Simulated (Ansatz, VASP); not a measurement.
**One calculation of SnCS3, two programs**

Contents of INCAR:

```
SYSTEM = SnCS3
  ALGO = Normal
  EDIFF = 1E-7
  ENCUT = 520
  GGA = PE
  ISIF = 2
  ISMEAR = 0
  LASPH = .TRUE.
  LCHARG = .FALSE.
  LREAL = .FALSE.
  LWAVE = .FALSE.
  NBANDS = 26
  NELM = 60
  PREC = Accurate
  SIGMA = 0.05
```

KPOINTS

```
k-points
0
G
  4 4 4
  0 0 0
```

Contents of POSCAR:

```
SnCS3
1.0
    4.2981232972      0.0000000000      0.0000000000
    0.0000000000      4.2981232972      0.0000000000
    0.0000000000      0.0000000000      4.2981232972
Sn C S
1 1 3
Direct
    0.0000000000      0.0000000000      0.0000000000
    0.5000000000      0.5000000000      0.5000000000
    0.5000000000      0.5000000000      0.0000000000
    0.5000000000      0.0000000000      0.5000000000
    0.0000000000      0.5000000000      0.5000000000
```

Input for Ansatz:

```yaml
crystal:
  lattice:
    - [4.2981232972, 0.0, 0.0]
    - [0.0, 4.2981232972, 0.0]
    - [0.0, 0.0, 4.2981232972]
  atoms:
    - { symbol: Sn, position: [0.0, 0.0, 0.0] }
    - { symbol: C, position: [0.5, 0.5, 0.5] }
    - { symbol: S, position: [0.5, 0.5, 0.0] }
    - { symbol: S, position: [0.5, 0.0, 0.5] }
    - { symbol: S, position: [0.0, 0.5, 0.5] }
basis:
  ecutwfc: 420
kpoints:
  mp_grid: { grid: [4, 4, 4] }
hamiltonian:
  xc: pbe
scf:
  occupations: { method: gaussian, width: 0.05 }
output:
  forces: true
  stress: true
  eigenvalues: true
```

The cell comes from a database or a generator and needn't be the stable form of this composition.

Alike in both runs: task single point; functional PBE; k mesh 4 × 4 × 4; occupations gaussian, width 0.05 eV; no spin polarisation.

|  | VASP | Ansatz |
| --- | --- | --- |
| version | VASP 6.6.1 | Ansatz 0.2.0 |
| potentials or method | VASP PAW PBE potentials, release 64 (Sn_d, C, S) | scalar-relativistic, plane waves, PAW |
| plane-wave cutoff (eV) | 520 | 420 |
| valence electrons in the cell | 36 | 36 |

Ansatz gave:

```
gap on the k mesh at the Fermi level (eV) : none
pressure (GPa)                            : 0.4
```

Problem. What did VASP give for the same quantities?

Solution. gap on the k mesh at the Fermi level (eV): none; pressure (GPa): 0.3.

A gap of «none» marks a metal or a gap that the smearing closes.

Caveats: the k mesh is coarse (spacing up to 0.37 Å⁻¹), so the values aren't converged.
